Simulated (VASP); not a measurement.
An input for Ansatz (written as the equivalent of a VASP run, and not itself run):

Ansatz 0.2 input:
```yaml
crystal:
  lattice:
    - [-1.6419153, 1.6419153, 1.6419153]
    - [1.6419153, -1.6419153, 1.6419153]
    - [1.6419153, 1.6419153, -1.6419153]
  atoms:
    - { symbol: Ta, position: [0.0000000, 0.0000000, 0.0000000] }
kpoints:
  mp_grid: { grid: [14, 14, 14] }
hamiltonian:
  xc: pbesol
  pseudopotentials: { kind: paw }
scf:
  occupations: { method: methfessel_paxton, width: 0.1 }
  max_iter: 100
relax:
  max_steps: 40
  f_tol: 0.01
  cell: { p_target: 10 }
output: { forces: true, stress: true, eigenvalues: true }
```

### Question
Translate this input to VASP (INCAR, KPOINTS, POSCAR, choice of POTCAR).

### Answer
Several could match; the one computed here: 
INCAR:
```
SYSTEM = Ta
SIGMA = 0.1
NELM = 100
LWAVE = F
IBRION = 2   ! conjugate gradients
ENCUT = 480
LASPH = T   ! aspherical one-centre terms
EDIFFG = -0.01
ALGO = Normal   ! blocked Davidson
ISIF = 3   ! ions, shape and volume
PREC = Accurate
ISMEAR = 1
EDIFF = 1E-7   ! SCF stop (eV)
GGA = PS
LCHARG = F
LMAXMIX = 6   ! l cut-off of mixed one-centre charges
NSW = 40   ! most ionic steps
PSTRESS = 100   ! kbar
LREAL = F
```

File POSCAR:
```
Ta
1.0
 -1.6419152819   1.6419152819   1.6419152819
  1.6419152819  -1.6419152819   1.6419152819
  1.6419152819   1.6419152819  -1.6419152819
Ta
1
Cartesian
  0.0000000000   0.0000000000   0.0000000000
```

**KPOINTS**
```
Automatic mesh
0
Gamma
14 14 14
0 0 0
```

POTCAR, in this order: Ta_pv (PBE.64 set). Program: vasp_std.

The two are equivalent in intent, not identical: each code has its own PAW files, so the cut-off isn't converted (ENCUT is set for VASP's; basis.ecutwfc is left out, and Ansatz then takes the one that its files recommend); Ansatz stops its SCF on the density residual and VASP on the energy change (EDIFF).

The compound is Ta in the bcc structure. This run relaxes it under an external pressure of 10 GPa. Symmetry was kept, so distortions that lower it aren't found.
